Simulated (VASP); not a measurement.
An input for Ansatz (written as the equivalent of a VASP run, and not itself run):

Ansatz 0.2 input:
```yaml
crystal:
  lattice:
    - [1.2775626, -2.2128035, 0.0000000]
    - [1.2775626, 2.2128035, 0.0000000]
    - [0.0000000, 0.0000000, 4.2254281]
  atoms:
    - { symbol: B, position: [0.6666670, 0.3333330, 0.5002373] }
    - { symbol: B, position: [0.3333330, 0.6666670, 0.0002373] }
    - { symbol: N, position: [0.6666670, 0.3333330, 0.8747627] }
    - { symbol: N, position: [0.3333330, 0.6666670, 0.3747627] }
kpoints:
  mp_grid: { grid: [10, 10, 6] }
hamiltonian:
  xc: pbe
  pseudopotentials: { kind: paw }
scf:
  occupations: { method: gaussian, width: 0.05 }
  max_iter: 100
relax:
  max_steps: 40
  f_tol: 0.01
  cell: { p_target: 5 }
output: { forces: true, stress: true, eigenvalues: true }
```

Problem. Translate this input to VASP (INCAR, KPOINTS, POSCAR, choice of POTCAR).

Solution. This is not unique; one that fits is 
**POSCAR**
```
BN
1.0
  1.2775625614  -2.2128034879   0.0000000000
  1.2775625614   2.2128034879   0.0000000000
  0.0000000000   0.0000000000   4.2254280639
B N
2 2
direct
  0.6666670000   0.3333330000   0.5002373476
  0.3333330000   0.6666670000   0.0002373476
  0.6666670000   0.3333330000   0.8747626524
  0.3333330000   0.6666670000   0.3747626524
```

File KPOINTS:
```
Automatic
0
Gamma
10 10 6
0 0 0
```

INCAR:
```
NELM = 100
SIGMA = 0.05   ! width (eV)
ISMEAR = 0
LASPH = .TRUE.
SYSTEM = BN
ENCUT = 600
EDIFFG = -0.01   ! ionic stop
NSW = 40   ! most ionic steps
IBRION = 2
ALGO = Normal
LREAL = .FALSE.   ! projection in real space or not
EDIFF = 1E-7
ISIF = 3   ! ions, shape and volume
LWAVE = .FALSE.
GGA = PE
PREC = Accurate
LCHARG = .FALSE.
PSTRESS = 50   ! kbar
```

POTCAR, in this order: B N (PBE.64 set). Program: vasp_std.

Limits of the translation: each code has its own PAW files, so the cut-off isn't converted (ENCUT is set for VASP's; basis.ecutwfc is left out, and Ansatz then takes the one that its files recommend); Ansatz stops its SCF on the density residual and VASP on the energy change (EDIFF).

The compound is BN in the wurtzite structure, a metastable high-pressure form. This run relaxes it under an external pressure of 5 GPa. Symmetry was kept, so distortions that lower it aren't found.
